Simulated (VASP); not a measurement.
Output of a VASP run:

File OUTCAR:
```
 ion  position               nearest neighbor table
   1  0.000  0.000  0.000-   3 2.23   3 2.23   3 2.23   2 2.23   3 2.23   2 2.23   2 2.23   2 2.23
  LATTYP: Found a face centered cubic cell.
 ALAT       =     5.1417441582
 Subroutine PRICEL returns:
 Original cell was already a primitive cell.
 Subroutine GETGRP returns: Found 48 space group operations
The static configuration has the point symmetry O_h .
The dynamic configuration has the point symmetry O_h .
 Subroutine INISYM returns: Found 48 space group operations
 Subroutine IBZKPT returns following result:
 Found     20 irreducible k-points:

 Following reciprocal coordinates:
            Coordinates               Weight
  0.000000  0.000000  0.000000      1.000000
  0.142857  0.000000  0.000000      8.000000
  0.285714  0.000000  0.000000      8.000000
  0.428571  0.000000  0.000000      8.000000
  0.142857  0.142857  0.000000      6.000000
  0.285714  0.142857  0.000000     24.000000
  0.428571  0.142857  0.000000     24.000000
 -0.428571  0.142857  0.000000     24.000000
 -0.285714  0.142857  0.000000     24.000000
 -0.142857  0.142857  0.000000     12.000000
  0.285714  0.285714  0.000000      6.000000
  0.428571  0.285714  0.000000     24.000000
 -0.428571  0.285714  0.000000     24.000000
 -0.285714  0.285714  0.000000     12.000000
  0.428571  0.428571  0.000000      6.000000
 -0.428571  0.428571  0.000000     12.000000
  0.428571  0.285714  0.142857     24.000000
 -0.428571  0.285714  0.142857     48.000000
 -0.428571  0.428571  0.142857     24.000000
 -0.285714  0.428571  0.142857     24.000000
   k-points           NKPTS =     20   k-points in BZ     NKDIM =     20   number of bands    NBANDS=     17
   number of dos      NEDOS =    301   number of ions     NIONS =      3
   total plane-waves  NPLWV =  27000
   dimension x,y,z NGX =    30 NGY =   30 NGZ =   30
   dimension x,y,z NGXF=    60 NGYF=   60 NGZF=   60
   ions per type =               1   2
   PREC   = accura    normal or accurate (medium, high low for compatibility)
   ISTART =      0    job   : 0-new  1-cont  2-samecut
   ICHARG =      2    charge: 1-file 2-atom 10-const
   ISPIN  =      1    spin polarized calculation?
   LNONCOLLINEAR =      F non collinear calculations
   LSORBIT =      F    spin-orbit coupling
   INIWAV =      1    electr: 0-lowe 1-rand  2-diag
   ENCUT  =  620.0 eV  45.57 Ry    6.75 a.u.   7.38  7.38  7.38*2*pi/ulx,y,z
   NELM   =    100;   NELMIN=  2; NELMDL= -5     # of ELM steps
   EDIFF  = 0.1E-05   stopping-criterion for ELM
   LREAL  =      F    real-space projection
   NLSPLINE    = F    spline interpolate recip. space projectors
   LMAXMIX     =    4 max onsite mixed and CHGCAR
   VOSKOWN=      0    Vosko Wilk Nusair interpolation
   EDIFFG = -.2E-01   stopping-criterion for IOM
   NSW    =     40    number of steps for IOM
   NBLOCK =      1;   KBLOCK =     40    inner block; outer block
   IBRION =      2    ionic relax: 0-MD 1-quasi-New 2-CG
   NFREE  =      1    steps in history (QN), initial steepest desc. (CG)
   ISIF   =      3    stress and relaxation
   ISYM   =      2    0-nonsym 1-usesym 2-fastsym
   TEIN   =    0.0    initial temperature
   TEBEG  =    0.0;   TEEND  =   0.0 temperature during run
   SMASS  =  -3.00    Nose mass-parameter (am)
   PSTRESS=  450.0 pullay stress
   NELECT =      26.0000    total number of electrons
   EFERMI =   0.00;   METHOD = LEGACY
   ISMEAR =     0;   SIGMA  =   0.05  broadening in eV -4-tet -1-fermi 0-gaus
   IALGO  =     38    algorithm
   LDIAG  =      T    sub-space diagonalisation (order eigenvalues)
   IMIX   =      4    mixing-type and parameters
     AMIX     =   0.40;   BMIX     =  1.00
     AMIX_MAG =   1.60;   BMIX_MAG =  1.00
     AMIN     =   0.10
   GGA     = PE    functional components
   VOSKOWN =     0    Vosko Wilk Nusair interpolation
   LHFCALC =     F    Hartree Fock is set to
   LHFONE  =     F    Hartree Fock one center treatment
   AEXX    =    0.0000 exact exchange contribution
...
```

OSZICAR:
```
...
DAV:   5    -0.118932383435E+02   -0.16690E-03   -0.16689E-03   730   0.328E-01    0.136E+01
DAV:   6    -0.102910229269E+02    0.16022E+01   -0.46782E+00   895   0.393E+01    0.998E+00
DAV:   7    -0.103257194179E+02   -0.34696E-01   -0.76070E-01   684   0.965E+00    0.578E+00
DAV:   8    -0.103246529580E+02    0.10665E-02   -0.10173E-01   709   0.404E+00    0.560E-01
DAV:   9    -0.103187224799E+02    0.59305E-02   -0.28204E-02   849   0.274E+00    0.844E-02
DAV:  10    -0.103193036540E+02   -0.58117E-03   -0.25090E-03   687   0.528E-01    0.939E-02
DAV:  11    -0.103193836313E+02   -0.79977E-04   -0.10202E-04   732   0.105E-01    0.229E-02
DAV:  12    -0.103193880020E+02   -0.43707E-05   -0.10666E-05   703   0.598E-02    0.912E-03
DAV:  13    -0.103193899961E+02   -0.19941E-05   -0.66769E-06   706   0.266E-02    0.797E-03
DAV:  14    -0.103193897571E+02    0.23894E-06   -0.11328E-06   511   0.173E-02
   1 F= -.77444696E+00 E0= -.77444696E+00  d E =-.774447E+00
       N       E                     dE             d eps       ncg     rms          rms(c)
DAV:   1    -0.150701856256E+02   -0.47508E+01   -0.13895E+02   686   0.150E+02    0.211E+01
DAV:   2    -0.921886101307E+01    0.58513E+01   -0.16660E+01   683   0.430E+01    0.553E+00
DAV:   3    -0.876951921177E+01    0.44934E+00   -0.12789E+00   687   0.207E+01    0.348E+00
DAV:   4    -0.872133771713E+01    0.48181E-01   -0.12350E-01   806   0.578E+00    0.228E+00
DAV:   5    -0.871382879629E+01    0.75089E-02   -0.37353E-02   703   0.279E+00    0.356E-01
DAV:   6    -0.871311842380E+01    0.71037E-03   -0.22644E-03   725   0.127E+00    0.113E-01
DAV:   7    -0.871319769954E+01   -0.79276E-04   -0.89943E-04   787   0.557E-01    0.535E-02
DAV:   8    -0.871319694321E+01    0.75633E-06   -0.18653E-04   684   0.286E-01    0.973E-03
DAV:   9    -0.871319721789E+01   -0.27468E-06   -0.48844E-06   727   0.478E-02
   2 F= -.56892208E+00 E0= -.56892208E+00  d E =0.205525E+00
       N       E                     dE             d eps       ncg     rms          rms(c)
DAV:   1    -0.123053344882E+02   -0.35921E+01   -0.55605E+01   685   0.978E+01    0.119E+01
DAV:   2    -0.101094236515E+02    0.21959E+01   -0.66009E+00   683   0.275E+01    0.459E+00
DAV:   3    -0.991078464536E+01    0.19864E+00   -0.44478E-01   683   0.129E+01    0.419E+00
DAV:   4    -0.988284729307E+01    0.27937E-01   -0.64349E-02   790   0.456E+00    0.204E+00
DAV:   5    -0.988085554615E+01    0.19917E-02   -0.17833E-02   706   0.179E+00    0.161E-01
DAV:   6    -0.988072957362E+01    0.12597E-03   -0.32757E-04   730   0.393E-01    0.107E-01
DAV:   7    -0.988075873468E+01   -0.29161E-04   -0.34788E-04   705   0.357E-01    0.237E-02
DAV:   8    -0.988076035065E+01   -0.16160E-05   -0.44062E-05   698   0.993E-02    0.402E-03
DAV:   9    -0.988076079141E+01   -0.44077E-06   -0.11758E-06   528   0.109E-02
   3 F= -.87137710E+00 E0= -.87137710E+00  d E =-.969301E-01
       N       E                     dE             d eps       ncg     rms          rms(c)
DAV:   1    -0.986577316318E+01    0.14987E-01   -0.17014E-02   686   0.169E+00    0.211E-01
DAV:   2    -0.986506139078E+01    0.71177E-03   -0.21736E-03   685   0.489E-01    0.638E-02
DAV:   3    -0.986500240318E+01    0.58988E-04   -0.14628E-04   686   0.255E-01    0.564E-02
DAV:   4    -0.986499722656E+01    0.51766E-05   -0.19660E-05   754   0.674E-02    0.344E-02
DAV:   5    -0.986499810071E+01   -0.87414E-06   -0.56529E-06   710   0.331E-02
   4 F= -.87145026E+00 E0= -.87145026E+00  d E =-.970033E-01
```

### OUTCAR
```
------------------------ aborting loop because EDIFF is reached ----------------------------------------
  FORCE on cell =-STRESS in cart. coord.  units (eV):
  Direction    XX          YY          ZZ          XY          YZ          ZX
  --------------------------------------------------------------------------------------
  Total        8.9907545      8.9907545      8.9907545      0.0000000     -0.0000000      0.0000000
  in kB      449.8602303    449.8602303    449.8602303      0.0000000     -0.0000000      0.0000000
  external PRESSURE =      -0.1397697 kB  Pullay stress =     450.0000000 kB
  volume of cell :       32.02
      direct lattice vectors                 reciprocal lattice vectors
     0.000000000  2.520382028  2.520382028    -0.198382624  0.198382624  0.198382624
     2.520382028  0.000000000  2.520382028     0.198382624 -0.198382624  0.198382624
     2.520382028  2.520382028  0.000000000     0.198382624  0.198382624 -0.198382624
 POSITION                                       TOTAL-FORCE (eV/Angst)
 -----------------------------------------------------------------------------------
      2.52038      0.00000      2.52038         0.000000      0.000000      0.000000
      1.26019      1.26019      1.26019        -0.000000     -0.000000     -0.000000
      3.78057      3.78057      3.78057         0.000000      0.000000      0.000000
 -----------------------------------------------------------------------------------
    total drift:                                0.000000     -0.000000      0.000000
  FREE ENERGIE OF THE ION-ELECTRON SYSTEM (eV)
  ---------------------------------------------------
  free  energy   TOTEN  =        -9.8649981007 eV

  energy  without entropy=       -9.8649981007  energy(sigma->0) =       -9.86499810
  enthalpy is  TOTEN    =        -0.8714502583 eV   P V=        8.9935478424

 reached required accuracy - stopping structural energy minimisation
```
(Selected blocks of OUTCAR.)

### POSCAR
```
CdF2
1
    0.0000000000     2.5708720791     2.5708720791
    2.5708720791     0.0000000000     2.5708720791
    2.5708720791     2.5708720791     0.0000000000
Cd F
1 2
Direct
  0.0000000000   0.0000000000   0.0000000000
  0.2500000000   0.2500000000   0.2500000000
  0.7500000000   0.7500000000   0.7500000000
```

Problem. Reconstruct the remaining input files.

Solution. This is not unique; one that fits is the input of the run itself, PBE GGA, plane waves, VASP's PBE PAW potentials (set 64).

File KPOINTS:
```
kpoints
0
Gamma
 7 7 7
```

INCAR:
```
# general
SYSTEM   =  CdF2
PREC     =  Accurate
ENCUT    =  620
LREAL    =  .False.
LASPH    =  .True.

# electronic loop
EDIFF    =  1E-6
NELM     =  100
ALGO     =  Normal
LMAXMIX  =  4

# smearing
ISMEAR   =  0
SIGMA    =  0.05

# functional
GGA      =  PE

# ions
IBRION   =  2
NSW      =  40
ISIF     =  3
EDIFFG   =  -0.02
PSTRESS  =  450

# output
LWAVE    =  .False.
LCHARG   =  .False.
```

POTCAR, in this order: Cd F (PBE.64 set). Program: vasp_std.

Energy and stress use the plane-wave basis of the starting cell.

The compound is CdF2 in the fluorite structure. This run relaxes it under an external pressure of 45 GPa. Symmetry was kept, so distortions that lower it aren't found.
